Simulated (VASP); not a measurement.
PbTe (rock salt):

```xyz
2
Lattice="0.0000 3.2300 3.2300 3.2300 0.0000 3.2300 3.2300 3.2300 0.0000" Properties=species:S:1:pos:R:3 pbc="T T T"
Te     3.2300     3.2300     3.2300
Pb     0.0000     0.0000     0.0000
```

The lowest empty band near L, direction along the valley's axis, from mBJ (TB09) with spin-orbit coupling in VASP (PAW); its two spin partners are averaged. The gap over the points computed is 0.28 eV, and the next band on that side lies 1.22 eV away at the edge.

Settings: 400 eV cut-off, 8×8×8 Γ-centred mesh, Gaussian smearing of 0.050 eV, potentials Te Pb_d.

```
distance from the edge in k (1/Å)  distance in energy (meV)
---------------------------------  ------------------------
0.018                                                   3.9
0.025                                                   7.5
0.035                                                  14.5
0.050                                                  29.0
0.070                                                  54.9
```

### Question
Fit E(1 + αE) = ħ²k²/2m* (ħ²/2m0 = 3.810 eV Å²) and predict the row at 0.095 1/Å.

### Answer
Least squares on the energies gives the electron mass m* = 0.315 m0 and α = 1.44 per eV, and so 95.9 meV. The run gave 96.1 meV, +0.2 meV from the fit.

Left out are points under 3 meV from the edge, since the levels carry 0.1 meV, and points farther than half the way to the next band.

The compound is PbTe in the rock salt structure. The cell was not relaxed at this level.
